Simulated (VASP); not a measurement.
These are RPBE GGA, VASP's PBE PAW potentials (set 64) (plane waves; VASP) values and carry that method's errors.

The input files of a VASP run:

File KPOINTS:
```
Automatic mesh
0
Gamma
7 7 4
0 0 0
```

### INCAR
```
ALGO = Normal
EDIFF = 1E-7
EDIFFG = -0.01
ENCUT = 520
GGA = RP
IBRION = 2
ISIF = 4
ISMEAR = 0
LASPH = .True.
LCHARG = .False.
LMAXMIX = 6
LREAL = .False.
LWAVE = .False.
NELM = 100
NSW = 30
PREC = Accurate
SIGMA = 0.05
SYSTEM = La2O3
```

**POSCAR**
```
La2O3
1
    1.9400452940    -3.3602569278     0.0000000000
    1.9400452940     3.3602569278     0.0000000000
    0.0000000000     0.0000000000     6.1516299493
La O
2 3
Direct
  0.3333330000   0.6666670000   0.2486239345
  0.6666670000   0.3333330000   0.7513760655
  0.0000000000   0.0000000000   1.0000000000
  0.3333330000   0.6666670000   0.6451566745
  0.6666670000   0.3333330000   0.3548433255
```

POTCAR, in this order: La O (PBE.64 set). Program: vasp_std.

**Question.** What does the run give for the energy per atom (σ→0)?

**Answer.** 
```
Item                            Value
---------------------  --------------
energy per atom (σ→0)  -7.960 eV/atom
```

OSZICAR:
```
...
DAV:   2    -0.397982935321E+02   -0.61880E-04   -0.10510E-03  2304   0.309E-01    0.244E-02
DAV:   3    -0.397982844085E+02    0.91236E-05   -0.44051E-05  2544   0.755E-02    0.134E-02
DAV:   4    -0.397982819000E+02    0.25085E-05   -0.20098E-05  2664   0.456E-02    0.522E-03
DAV:   5    -0.397982819698E+02   -0.69804E-07   -0.91242E-06  2432   0.215E-02    0.326E-03
DAV:   6    -0.397982818674E+02    0.10245E-06   -0.93875E-07  1792   0.918E-03    0.197E-03
DAV:   7    -0.397982818763E+02   -0.89758E-08   -0.14014E-06  1760   0.896E-03    0.170E-03
DAV:   8    -0.397982818015E+02    0.74822E-07   -0.19553E-07   968   0.654E-03
   9 F= -.39798282E+02 E0= -.39798282E+02  d E =-.187564E-04
```

The compound is La2O3 in the a-type structure. This cell is one point of a volume scan, at 0.94 of the reference volume. Symmetry was kept, so distortions that lower it aren't found.
